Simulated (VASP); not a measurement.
Input:

```
ZrO2
1.0
    0.00000     2.53368     2.53368
    2.53368     0.00000     2.53368
    2.53368     2.53368     0.00000
Zr O
1 2
Direct
  0.00000   0.00000   0.00000
  0.25000   0.25000   0.25000
  0.75000   0.75000   0.75000
```

Level of theory: PBEsol GGA, VASP's PBE PAW potentials (set 64) (plane waves; VASP). Numerical set-up: 600 eV cut-off, 8×8×8 Γ-centred mesh, Gaussian smearing of 0.050 eV, potentials Zr_sv O.

Energy and stress use the plane-wave basis of the starting cell.

Q: The ions, cell shape and volume at an external pressure of 15.0 GPa are relaxed. Which structure does the run end with?

A: 
```
ZrO2
1.0
    0.00000     2.48887     2.48887
    2.48887     0.00000     2.48887
    2.48887     2.48887     0.00000
Zr O
1 2
Cartesian
  2.48887   4.97774   2.48887
  1.24444   1.24444   1.24444
  3.73331   3.73331   3.73331
```
Space group Fm-3m (225), at a tolerance of 0.03 Å.

Q: How do energy and volume change from the first to the last step?

A: The energy (σ→0) changes by +24.7 meV/atom and the volume by -5.2 %, in 4 ionic steps.

The compound is ZrO2 in the fluorite structure, the high-temperature cubic form, which is unstable at 0 K; the monoclinic form is the stable one. This run relaxes it under an external pressure of 15 GPa. Symmetry was kept, so distortions that lower it aren't found.
